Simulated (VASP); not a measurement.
Input:

```
CELL_PARAMETERS angstrom
      2.06601    -5.18919     0.00000
      2.06601     5.18919     0.00000
      0.00000     0.00000     3.79089
ATOMIC_POSITIONS crystal
  Ho 0.14021 0.85979 0.25000
  Ho 0.85979 0.14021 0.75000
  Si 0.42322 0.57678 0.25000
  Si 0.57678 0.42322 0.75000
```

Calculation: PBEsol GGA, VASP's PBE PAW potentials (set 64) (plane waves; VASP). Settings: 480 eV cut-off, 8×8×8 Γ-centred mesh, first-order Methfessel-Paxton smearing of 0.10 eV, potentials Ho_3 Si.

The 4f electrons are frozen in the core of the lanthanide potential, so 4f levels, which can set the real gap, and their magnetism are missing.

Q: Give the force on each atom (eV/Å).

A: 
```json
[
 {"atom": "Ho1", "Fx": "0.000", "Fy": "-0.108", "Fz": "0.000"},
 {"atom": "Ho2", "Fx": "0.000", "Fy": "0.108", "Fz": "0.000"},
 {"atom": "Si3", "Fx": "0.000", "Fy": "-0.006", "Fz": "0.000"},
 {"atom": "Si4", "Fx": "0.000", "Fy": "0.006", "Fz": "0.000"}
]
```

Q: Give the stress tensor in GPa (positive for a compressed cell).

A: 
```
2.99  0.00  0.00
0.00  0.80  0.00
0.00  0.00  0.78
```
The pressure is its mean diagonal, 1.52 GPa.

The structure comes from a computed database's HoSi entry (Cmcm); how it stands against other phases isn't given here. This cell was strained or had an atom moved on purpose.
